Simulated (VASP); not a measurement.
The system is Cd.

```
CELL_PARAMETERS angstrom
2.99682 0.00000 0.00000
0.00000 2.99682 0.00000
0.00000 0.00000 2.99682
ATOMIC_POSITIONS crystal
Cd 0.00000 0.00000 0.00000
```

The cell was built by a generator and needn't be a form met in nature.

| Quantity | Value |
| --- | --- |
| Program | VASP 6.6.1 |
| Task | relaxation of cell and atoms |
| Functional | LDA |
| Potentials or basis | VASP PAW LDA potentials, release 64 (Cd) |
| Cutoff | 600 eV |
| k mesh | 9 × 9 × 9 |
| Occupations | methfessel-paxton, width 0.2 eV |
| Spin | no spin polarisation |

At the start: pressure -5.0 GPa; volume 26.91 Å³/atom.

Problem. How do energy, volume and symmetry change on relaxing?

Solution. Over 3 steps the energy falls by 63.6 meV/atom and the volume is 23.45 Å³/atom (-12.9 %); space group Pm-3m (No. 221, to 0.05 Å).

Step by step:
| step | energy change (eV) | largest force (eV/Å) | pressure (GPa) | volume (Å³) |
| --- | --- | --- | --- | --- |
| 1 | 0.0000 | 0.0000 | -4.97 | 26.91 |
| 2 | -0.0627 | 0.0000 | -0.79 | 23.79 |
| 3 | -0.0636 | 0.0000 | -0.04 | 23.45 |

Final structure:
```
CELL_PARAMETERS angstrom
2.86210 0.00000 0.00000
0.00000 2.86210 0.00000
0.00000 0.00000 2.86210
ATOMIC_POSITIONS crystal
Cd 0.00000 0.00000 0.00000
```
